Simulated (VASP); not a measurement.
Input for VASP

File POSCAR:
```
NbN
1
    0.0000000000     2.1950000000     2.1950000000
    2.1950000000     0.0000000000     2.1950000000
    2.1950000000     2.1950000000     0.0000000000
Nb N
1 1
Direct
  0.0000000000   0.0000000000   0.0000000000
  0.5000000000   0.5000000000   0.5000000000
```

**INCAR**
```
ALGO = Normal
EDIFF = 1E-6
ENCUT = 520
GGA = PE
ISIF = 2
ISMEAR = 1
ISPIN = 2
LASPH = T
LCHARG = F
LMAXMIX = 4
LREAL = F
LWAVE = F
MAGMOM = 1.0 1.0
NELM = 100
PREC = Accurate
SIGMA = 0.1
SYSTEM = NbN
```

**KPOINTS**
```
Automatic mesh
0
Gamma
11 11 11
0 0 0
```

POTCAR, in this order: Nb_sv N (PBE.64 set). Program: vasp_std.

Question: Write an equivalent input for Ansatz.

Answer: One equivalent input (not run):
Ansatz 0.2 input:
```yaml
crystal:
  lattice:
    - [0.0000000, 2.1950000, 2.1950000]
    - [2.1950000, 0.0000000, 2.1950000]
    - [2.1950000, 2.1950000, 0.0000000]
  atoms:
    - { symbol: Nb, position: [0.0000000, 0.0000000, 0.0000000], spin: 1 }
    - { symbol: N, position: [0.5000000, 0.5000000, 0.5000000], spin: 1 }
kpoints:
  mp_grid: { grid: [11, 11, 11] }
hamiltonian:
  xc: pbe
  pseudopotentials: { kind: paw }
magnetization: { spin_polarized: true }
scf:
  occupations: { method: methfessel_paxton, width: 0.1 }
  max_iter: 100
output: { forces: true, stress: true, eigenvalues: true }
```
The two are equivalent in intent, not identical: each code has its own PAW files, so the cut-off isn't converted (ENCUT is set for VASP's; basis.ecutwfc is left out, and Ansatz then takes the one that its files recommend); Ansatz stops its SCF on the density residual and VASP on the energy change (EDIFF).

The compound is NbN in the rock salt structure, the cubic δ form, which competes with hexagonal ones. The cell was not relaxed at this level.
